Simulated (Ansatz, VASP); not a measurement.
# Sb (Antimony) in two plane-wave programs

Wanted: the spread between two codes on one cell, functional and k mesh. The structure shown comes from an earlier Ansatz run, which isn't shown and may have moved the atoms alone.

Calculated with Ansatz 0.2.0; plane waves, with VASP 6.6.1 beside it; elastic constants at PBEsol.

### Step 1. The structure

The structure is trigonal, space group R-3m (No. 166). The conventional cell has a = 4.322 Å, b = 4.322 Å, c = 11.060 Å, α = 90.00°, β = 90.00°, γ = 120.00°. Nearest to Sb lie 3 Sb at 2.93 Å.

### Step 2. Ansatz: elastic constants, PBEsol

Ansatz runs on its default PAW (the set named soft_2) files.

Elastic constants are differences of stresses under small strains, so they test the stress and the mesh.

input.yaml reads:

```yaml
crystal:
  lattice:
    - [2.1610267054, 1.2476693501, 3.6868246378]
    - [-2.1610267054, 1.2476693501, 3.6868246378]
    - [0.0, -2.4953387002, 3.6868246378]
  atoms:
    - { symbol: Sb, position: [0.2356859574, 0.2356859574, 0.2356859574] }
    - { symbol: Sb, position: [0.7643140426, 0.7643140426, 0.7643140426] }
kpoints:
  mp_grid: { grid: [12, 12, 12] }
hamiltonian:
  xc: pbesol
scf:
  occupations: { method: gaussian, width: 0.1 }
output:
  forces: true
  stress: true
  eigenvalues: true
elastic:
  mode: relaxed_ion
  stencil: two_point
```

Launch:

```bash
ansatz run input.yaml --threads 4 --pin off --max-ram 8192MiB --backend cpu --events-out ev --progress --plain --runs-dir out
```

Numbers of over 12 decimals in the logs are rounded to 6 here.

The program printed:

```text
Engine: ansatz 0.2.0, aarch64-unknown-linux-gnu
Pseudopotentials: kind: paw
Pseudopotential: Sb, paw, valence charge 15, recommended cutoff 420 eV (normal), Sb.paw.azcp
Functional definition: PBEsol
  exchange = pbesol_x
  correlation = pbesol_c
Crystal: 2 atoms, lattice volume = 59.644 Å³
Basis set: ecut = 420 eV, 1183 PW (Γ), exchange–correlation on 60×60×60 points (8 copies of the dense FFT grid, shifted against one another)
Bands: 19, of which v1, the nominal top of the filled ones, is band 15 counted from 1 (14 counted from 0)
Symmetry: 12 space group operations
Space group: R-3m (ITA 166), of the structure as read, at distance tolerance 3.9e-5 Å
k-points: 189 of 1728
Non-local potential: Sb, projectors of the file, l = 0: 2, l = 1: 2, l = 2: 2, l = 3: 2
PAW form: soft (Blöchl's): semilocal exchange-correlation on the pseudo side does not see the compensation charge
PAW frozen core: Sb, regenerated for the run's functional, and the local potential with it (the file was generated under x = pbe(κ = 0.804, μ = 0.219515), c = pbe(β = 0.066725))
PAW one-centre angular grid: Sb, 590 points (default); XC on 64 Gauss nodes
Initial density: superposition of atomic densities (neutral atoms: chi_scale 0, normalization atom), corrected by the library's trained network
Initial wavefunctions: pseudopotential atomic-orbital guess
Functional: x = pbesol(κ = 0.804, μ = 0.123457), c = pbesol(β = 0.046)
SCF iter   1: F=—  HF=-12816.174724 eV  |F-HF|=—  |Δ(HF+E_count)|=         —  Δρ=2.59e-3  dr2=3.07e-3  ethr=1.77e-3  ⟨swp⟩=6.0  Hψ=18063  notcnv=0
preconditioner: auto → Kerker (q_TF=auto, 2.433 Å⁻¹)  [metal: Δε(μ)=0.120 eV  Ē_g=8.686 eV  σ=0.100 eV  W_gap=0.49  n_scr=14 (ndim 8)  ℏωp=15.2 eV  f_vac=0.001  D(μ)=0.12/eV (n_scr^D=0)]
SCF iter   2: F=—  HF=-12816.172157 eV  |F-HF|=—  |Δ(HF+E_count)|=   2.57e-3  Δρ=1.75e-3  dr2=1.19e-3  ethr=1.02e-5  ⟨swp⟩=2.7  Hψ=8096  notcnv=0
preconditioner: auto → none  [insulator: Δε(μ)=0.123 eV  Ē_g=8.687 eV  σ=0.100 eV  W_gap=0.50  n_scr=14 (ndim 8)  ℏωp=15.2 eV  f_vac=0.001  D(μ)=0.12/eV (n_scr^D=0)  ε∞_Penn≈4.1]
SCF iter   3: F=—  HF=-12816.172145 eV  |F-HF|=—  |Δ(HF+E_count)|=   1.21e-5  Δρ=1.14e-3  dr2=6.08e-4  ethr=3.98e-6  ⟨swp⟩=2.0  Hψ=6429  notcnv=0
SCF iter   4: F=—  HF=-12816.171813 eV  |F-HF|=—  |Δ(HF+E_count)|=   3.32e-4  Δρ=3.97e-4  dr2=5.64e-5  ethr=2.03e-6  ⟨swp⟩=2.0  Hψ=6298  notcnv=0
SCF iter   5: F=—  HF=-12816.171856 eV  |F-HF|=—  |Δ(HF+E_count)|=   4.24e-5  Δρ=6.04e-4  dr2=1.28e-4  ethr=1.88e-7  ⟨swp⟩=2.0  Hψ=6441  notcnv=0
SCF iter   6: F=—  HF=-12816.171772 eV  |F-HF|=—  |Δ(HF+E_count)|=   8.41e-5  Δρ=7.00e-5  dr2=1.91e-6  ethr=1.88e-7  ⟨swp⟩=2.0  Hψ=6429  notcnv=0
SCF iter   7: F=—  HF=-12816.171769 eV  |F-HF|=—  |Δ(HF+E_count)|=   2.33e-6  Δρ=1.19e-5  dr2=4.10e-8  ethr=6.37e-9  ⟨swp⟩=2.0  Hψ=6429  notcnv=0
SCF iter   8: F=—  HF=-12816.171769 eV  |F-HF|=—  |Δ(HF+E_count)|=   2.98e-8  Δρ=8.99e-7  dr2=2.23e-10  ethr=1.37e-10  ⟨swp⟩=2.0  Hψ=6411  notcnv=0
SCF iter   9: F=—  HF=-12816.171769 eV  |F-HF|=—  |Δ(HF+E_count)|=  1.44e-10  Δρ=1.59e-7  dr2=1.01e-11  ethr=7.42e-13 (applied; sched 1.00e-12)  ⟨swp⟩=2.2  Hψ=6460  notcnv=0
SCF iter  10: F=-12816.171769 eV  HF=-12816.171769 eV  |F-HF|=5.46e-12  |Δ(HF+E_count)|=  3.64e-12  Δρ=1.47e-8  dr2=9.76e-14  ethr=1.00e-12  ⟨swp⟩=4.0  Hψ=17279  notcnv=0
SCF 1 converged in 10 iterations: F = -12816.171769 eV  dr2 = 9.76e-14
  greatest PAW one-centre occupation: 0.996 electrons in one spin orbital (limit 2), on the Sb atom at site 1 (counted from 0), in its partial waves of l = 2
relax step   1: F+E_penalty+E_count = -12816.17176933 eV  Δ(F+E_penalty+E_count) = +0.000e0 eV  max|allowed force component| = 8.197e-4 eV/Å  Δτ_max = 0.0000 Å  (10 SCF iters, accepted)
[...]
relax step   1: F+E_penalty+E_count = -12816.17172463 eV  Δ(F+E_penalty+E_count) = +0.000e0 eV  max|allowed force component| = 7.489e-3 eV/Å  Δτ_max = 0.0000 Å  (9 SCF iters, accepted)
[...]
relax step   2: F+E_penalty+E_count = -12816.17173920 eV  Δ(F+E_penalty+E_count) = -1.456e-5 eV  max|allowed force component| = 1.072e-4 eV/Å  Δτ_max = 0.0020 Å  (8 SCF iters, accepted)
[...]
relax step   3: F+E_penalty+E_count = -12816.17173920 eV  Δ(F+E_penalty+E_count) = -3.056e-9 eV  max|allowed force component| = 1.856e-6 eV/Å  Δτ_max = 0.0000 Å  (5 SCF iters, accepted)
iter 1 solved again at ethr=1.00e-12 eV; its pass at ethr=3.10e-3 eV (dr2=1.01e-13 eV) is discarded
SCF iter   1: F=—  HF=-12816.171738 eV  |F-HF|=—  |Δ(HF+E_count)|=         —  Δρ=1.44e-8  dr2=1.06e-13  ethr=1.00e-12  ⟨swp⟩=2.5  Hψ=50319  notcnv=0
SCF iter   2: F=-12816.171739 eV  HF=-12816.171739 eV  |F-HF|=0.00e0  |Δ(HF+E_count)|=   7.55e-7  Δρ=8.68e-9  dr2=4.32e-14  ethr=1.00e-12  ⟨swp⟩=2.5  Hψ=37156  notcnv=0
SCF 28 converged in 2 iterations: F = -12816.171739 eV  dr2 = 4.32e-14
SCF converged after 10 iterations
Free energy (F): -12816.171769 eV
Harris-Foulkes:  -12816.171769 eV  (|F-HF|=0.00e0)
Internal energy: -12816.171171 eV  (E = F + TS)
E sigma→0 (E₀):  -12816.171470 eV
Entropy (-TS):   -0.000598 eV (-0.299 meV/atom)
Fermi energy:    10.039070 eV
--- Per-component energies (eV) ---
  E_band       = -336.398131
  E_kinetic    = 414.948054
  E_local      = -3168.424866  (includes V_loc(G=0)·N_el)
  E_nonlocal   = 728.117264
  E_hartree    = 1435.094373
  E_xc         = -275.142909
  E_vxc        = -193.456218  (∫ρ·V_xc dr)
  E_paw        = -8999.108483  (= ΣΔE_a)
  E_vpaw       = -987.771107  (= ΣTr[D̂ρ^β])
  E_aug_tail   = -0.000004  (compensation charges beyond the density's cutoff)
  E_ewald      = -2952.318315
  E_core_change = 0.663714  (= ΣΔE_core)
  E_smearing   = -0.000598  (= −TS)
  E_closure    = 0.000000  (closes the sum)
  Σ components = -12816.171769   (vs F -12816.171769, Δ=0.00e0)
--- Forces (eV/Å), atoms counted from 1 ---
  atom   1  Sb    -0.00000000    -0.00000000    -0.00000012
  atom   2  Sb    -0.00000000     0.00000000     0.00000012
  max |Σ_I F_I| component: 2.78e-17 eV/Å
--- Stress (GPa, compression-positive) ---
       -0.003727      -0.000000      -0.000000
       -0.000000      -0.003727       0.000000
       -0.000000       0.000000       0.007238
  P = ⅓ Tr σ = -0.0001 GPa (-0.001 kbar)
--- Band table (eV; the first three rows and the last of 189) ---
  k-point 0: bands = [... 11 lower, 5.3415, 8.1236, 8.2756, 8.2756, 12.4020, 12.8982, 12.8982, 15.0830]
  k-point 1: bands = [... 11 lower, 4.9693, 8.1470, 8.2660, 8.4501, 12.3149, 12.6709, 12.6754, 14.7692]
  k-point 2: bands = [... 11 lower, 4.1119, 8.1663, 8.2473, 8.8001, 11.9518, 12.1227, 12.1333, 14.6140]
  k-point 188: bands = [... 11 lower, 0.9396, 8.8280, 8.8280, 9.6041, 10.0541, 10.0541, 11.0113, 17.3451]
--- Elastic constants: 3 strain directions × 2 members + reference (group order 12) ---
  dense FFT box of the reference and of every strained cell: 30×30×30
  strains applied: 11, 33, 23; error gains: componentwise 1.00 (the most a stress slope's error grows in a printed constant), spectral 1.41 (1 for all six strains in a standard setting)
  reference relaxed by the batch: 3 steps; max|allowed force component| 8.20e-4 eV/Å at the deck's positions, 1.51e-7 at the last accepted step, 1.21e-7 by the solve of record
  largest displacement 9.1e-5 Å; the constants are those of the deck's cell at these positions:
  atoms:
    - { symbol: Sb, position: [0.235694, 0.235694, 0.235694] }
    - { symbol: Sb, position: [0.764306, 0.764306, 0.764306] }
  C = ∂σ_k/∂η_j (tension-positive GPa; Voigt order 11 22 33 23 13 12):
       103.065     27.665     27.603    -24.920     -0.000     -0.000
        27.665    103.065     27.603     24.920     -0.000     -0.000
        27.618     27.618     53.916      0.000      0.000     -0.000
       -24.913     24.913     -0.000     42.604     -0.000     -0.000
        -0.000      0.000     -0.000     -0.000     42.604    -24.913
        -0.000      0.000      0.000      0.000    -24.920     37.700
  reference stress σ⁰ (GPa):      0.004      0.004     -0.007     -0.000      0.000      0.000
  C* (energy form; C + prestress term) asymmetry max|C*_kj − C*_jk| = 7.053e-3 GPa — a small one proves nothing (zero by symmetry where the batch's group is 432, −43m or m−3m); a large one is finite-difference/SCF noise where every solve meets its electron count
  moduli (Voigt/Reuss/Hill, GPa): K = 47.31/43.11/45.21   G = 36.39/23.32/29.86   E = 73.41   ν = 0.229
  mechanically stable: yes (min eigenvalue of sym C = 15.12 GPa)
  strain η (Voigt 11):  stress-route row diagonal C_11 = 103.06 GPa, energy-path curvature d²(F+E_count+ΔE)/dδ²/Ω₀ = 103.06 GPa
         δ    σ_11 (GPa)             F (eV)   n_scf  n_hpsi   n_pw
    -2.000e-3      -0.2030      -12816.1716956       2   93037   1182   relax 4 steps, max|allowed force component| 1.04e-5 eV/Å
     2.000e-3       0.2093      -12816.1716916       2   95489   1193   relax 3 steps, max|allowed force component| 1.08e-6 eV/Å
  strain η (Voigt 33):  stress-route row diagonal C_33 = 53.92 GPa, energy-path curvature d²(F+E_count+ΔE)/dδ²/Ω₀ = 53.90 GPa
         δ    σ_33 (GPa)             F (eV)   n_scf  n_hpsi   n_pw
    -2.000e-3      -0.1161      -12816.1717240       2   37588   1183   relax 2 steps, max|allowed force component| 1.58e-6 eV/Å
     2.000e-3       0.0996      -12816.1717369       6   49113   1195   relax 2 steps, max|allowed force component| 2.88e-7 eV/Å
  strain η (Voigt 23):  stress-route row diagonal C_44 = 42.60 GPa, energy-path curvature d²(F+E_count+ΔE)/dδ²/Ω₀ = 42.60 GPa
         δ    σ_23 (GPa)             F (eV)   n_scf  n_hpsi   n_pw
    -2.000e-3      -0.0855      -12816.1717388       2   93448   1191   relax 4 steps, max|allowed force component| 5.91e-7 eV/Å
     2.000e-3       0.0850      -12816.1717392       2   95091   1189   relax 3 steps, max|allowed force component| 1.86e-6 eV/Å
```

The column dr2 measures how far the density is from self-consistency, as an energy; F and HF (Harris–Foulkes) agree once it is small.

(Part 1 of 2 ends here.)

[Lines on the potential files, build, host, timing and source positions are cut from VASP's logs without a mark.]

[Logs are printed without paths, hosts, clocks, repeated set-up lines and the standing remarks that a program may print on its own settings, such as how far it seeks lower states.]

[Hosts, paths, dates, database ids (printed as entryN), source tags and the programs' standing remarks are cut or masked in the printed files.]
